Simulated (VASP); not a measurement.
Computed with PBEsol GGA, VASP's PBE PAW potentials (set 64) (plane waves; VASP).

Input for VASP

**POSCAR**
```
HfC
1.0
  0.0000000000   2.2878284597   2.2878284597
  2.2878284597   0.0000000000   2.2878284597
  2.2878284597   2.2878284597   0.0000000000
Hf C
1 1
direct
  0.0000000000   0.0000000000   0.0000000000
  0.5000000000   0.5000000000   0.5000000000
```

**INCAR**
```
ALGO  =  Normal
EDIFF  =  1E-6
EDIFFG  =  -0.02
ENCUT  =  620
GGA  =  PS
IBRION  =  2
ISIF  =  3
ISMEAR  =  1
LASPH  =  .TRUE.
LCHARG  =  .FALSE.
LMAXMIX  =  6
LREAL  =  .FALSE.
LWAVE  =  .FALSE.
NELM  =  100
NSW  =  40
PREC  =  Accurate
PSTRESS  =  100
SIGMA  =  0.1
SYSTEM  =  HfC
```

KPOINTS:
```
Automatic mesh
0
Gamma
14 14 14
```

POTCAR, in this order: Hf_pv C (PBE.64 set). Program: vasp_std.

The run wrote:

OSZICAR:
```
       N       E                     dE             d eps       ncg     rms          rms(c)
DAV:   1     0.272556393474E+02    0.27256E+02   -0.87209E+03  2288   0.141E+03
DAV:   2    -0.232169039248E+02   -0.50473E+02   -0.47796E+02  3038   0.233E+02
DAV:   3    -0.250330549192E+02   -0.18162E+01   -0.17922E+01  3006   0.332E+01
DAV:   4    -0.250501306293E+02   -0.17076E-01   -0.17028E-01  2702   0.329E+00
DAV:   5    -0.250503351650E+02   -0.20454E-03   -0.20449E-03  2998   0.297E-01    0.634E+01
DAV:   6    -0.222696440121E+02    0.27807E+01   -0.17414E+01  2525   0.219E+01    0.440E+01
DAV:   7    -0.222039621744E+02    0.65682E-01   -0.55050E-01  2597   0.584E+00    0.239E+01
DAV:   8    -0.221935815621E+02    0.10381E-01   -0.38609E-02  2557   0.195E+00    0.437E+00
DAV:   9    -0.221897617718E+02    0.38198E-02   -0.19225E-02  2563   0.842E-01    0.185E+00
DAV:  10    -0.221894962774E+02    0.26549E-03   -0.10075E-03  2693   0.264E-01    0.214E-01
DAV:  11    -0.221894932318E+02    0.30456E-05   -0.94412E-05  2656   0.783E-02    0.467E-02
DAV:  12    -0.221894913341E+02    0.18978E-05   -0.38914E-06  2621   0.181E-02    0.415E-02
DAV:  13    -0.221894910763E+02    0.25779E-06   -0.20015E-07  1276   0.488E-03
   1 F= -.20694668E+02 E0= -.20694634E+02  d E =-.206947E+02
       N       E                     dE             d eps       ncg     rms          rms(c)
DAV:   1    -0.222059509027E+02   -0.16460E-01   -0.35355E+00  2288   0.187E+01    0.640E+00
DAV:   2    -0.221187673639E+02    0.87184E-01   -0.11202E-01  2300   0.352E+00    0.343E+00
DAV:   3    -0.220852824966E+02    0.33485E-01   -0.10123E-01  2336   0.300E+00    0.211E+00
DAV:   4    -0.220855834497E+02   -0.30095E-03   -0.15587E-03  2785   0.418E-01    0.266E+00
DAV:   5    -0.220851842908E+02    0.39916E-03   -0.65319E-04  2720   0.197E-01    0.171E-01
DAV:   6    -0.220851551180E+02    0.29173E-04   -0.77898E-05  2628   0.624E-02    0.776E-02
DAV:   7    -0.220851585162E+02   -0.33983E-05   -0.35489E-06  2463   0.174E-02    0.891E-02
DAV:   8    -0.220851529388E+02    0.55775E-05   -0.32894E-05  2530   0.390E-02    0.138E-02
DAV:   9    -0.220851531677E+02   -0.22894E-06   -0.77102E-07  1243   0.100E-02
   2 F= -.20670513E+02 E0= -.20670459E+02  d E =0.241547E-01
       N       E                     dE             d eps       ncg     rms          rms(c)
DAV:   1    -0.222254626358E+02   -0.14031E+00   -0.16221E+00  2288   0.127E+01    0.439E+00
DAV:   2    -0.221857568648E+02    0.39706E-01   -0.54015E-02  2306   0.243E+00    0.237E+00
DAV:   3    -0.221703316858E+02    0.15425E-01   -0.47535E-02  2333   0.202E+00    0.143E+00
DAV:   4    -0.221704548363E+02   -0.12315E-03   -0.71557E-04  2784   0.284E-01    0.178E+00
DAV:   5    -0.221702695776E+02    0.18526E-03   -0.27640E-04  2742   0.133E-01    0.203E-01
DAV:   6    -0.221702464865E+02    0.23091E-04   -0.45642E-05  2681   0.456E-02    0.628E-02
DAV:   7    -0.221702479251E+02   -0.14386E-05   -0.13352E-06  1432   0.117E-02    0.655E-02
DAV:   8    -0.221702419293E+02    0.59958E-05   -0.17620E-05  2557   0.274E-02    0.200E-02
DAV:   9    -0.221702415865E+02    0.34282E-06   -0.11576E-06  1177   0.977E-03
   3 F= -.20701417E+02 E0= -.20701372E+02  d E =-.674945E-02
```

### OUTCAR
```
------------------------ aborting loop because EDIFF is reached ----------------------------------------
  FORCE on cell =-STRESS in cart. coord.  units (eV):
  Direction    XX          YY          ZZ          XY          YZ          ZX
  --------------------------------------------------------------------------------------
  Total        1.4603543      1.4603543      1.4603543      0.0000000      0.0000000      0.0000000
  in kB       99.4233629     99.4233629     99.4233629      0.0000000      0.0000000      0.0000000
  external PRESSURE =      -0.5766371 kB  Pullay stress =     100.0000000 kB
  volume of cell :       23.53
      direct lattice vectors                 reciprocal lattice vectors
     0.000000000  2.274487005  2.274487005    -0.219829790  0.219829790  0.219829790
     2.274487005 -0.000000000  2.274487005     0.219829790 -0.219829790  0.219829790
     2.274487005  2.274487005  0.000000000     0.219829790  0.219829790 -0.219829790
 POSITION                                       TOTAL-FORCE (eV/Angst)
 -----------------------------------------------------------------------------------
      0.00000      0.00000      0.00000        -0.000000      0.000000      0.000000
      2.27449      2.27449      2.27449         0.000000     -0.000000     -0.000000
 -----------------------------------------------------------------------------------
    total drift:                                0.000000      0.000000      0.000000
  FREE ENERGIE OF THE ION-ELECTRON SYSTEM (eV)
  ---------------------------------------------------
  free  energy   TOTEN  =       -22.1702415865 eV

  energy  without entropy=      -22.1701052246  energy(sigma->0) =      -22.17019613
  enthalpy is  TOTEN    =       -20.7014174747 eV   P V=        1.4688241118

 reached required accuracy - stopping structural energy minimisation
```
(Selected blocks of OUTCAR.)

### CONTCAR
```
HfC
   1.00000000000000
     0.0000000000000000    2.2744870054285373    2.2744870054285373
     2.2744870054285373   -0.0000000000000000    2.2744870054285373
     2.2744870054285373    2.2744870054285373    0.0000000000000000
  Hf              C
     1     1
Direct
     0.0000000000000000    0.0000000000000000    0.0000000000000000
     0.5000000000000000    0.5000000000000000    0.5000000000000000
```

The compound is HfC in the rock salt structure. This run relaxes it under an external pressure of 10 GPa. Symmetry was kept, so distortions that lower it aren't found.
